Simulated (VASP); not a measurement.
Given:

```
NbN
1.0
    0.00000     2.19376     2.19376
    2.19376     0.00000     2.19376
    2.19376     2.19376     0.00000
Nb N
1 1
Direct
  0.00000   0.00000   0.00000
  0.50000   0.50000   0.50000
```

Level of theory: PBE GGA with D4 dispersion, VASP's PBE PAW potentials (set 64) (plane waves; VASP 6.6.1). Numerical set-up: 520 eV cut-off, Gaussian smearing of 0.050 eV, potentials Nb_sv N.

Give the energies of bands 6 to 12 at the high-symmetry points, in eV from the Fermi level.

| band | Γ | X | U | L | W |
|---|---|---|---|---|---|
| 6 | -3.34 | -5.74 | -6.83 | -9.16 | -6.70 |
| 7 | -3.34 | -5.07 | -5.98 | -7.08 | -6.03 |
| 8 | -3.34 | -4.00 | -5.65 | -7.08 | -6.03 |
| 9 | -2.01 | -4.00 | -1.91 | 1.50 | -0.10 |
| 10 | -2.01 | 1.62 | 2.02 | 1.50 | -0.10 |
| 11 | -2.01 | 2.83 | 2.19 | 2.01 | 2.84 |
| 12 | -0.13 | 2.83 | 4.13 | 4.55 | 3.49 |

It has no gap at this level: it comes out as a metal or semimetal.

The compound is NbN in the rock salt structure, the cubic δ form, which competes with hexagonal ones. It was relaxed first.
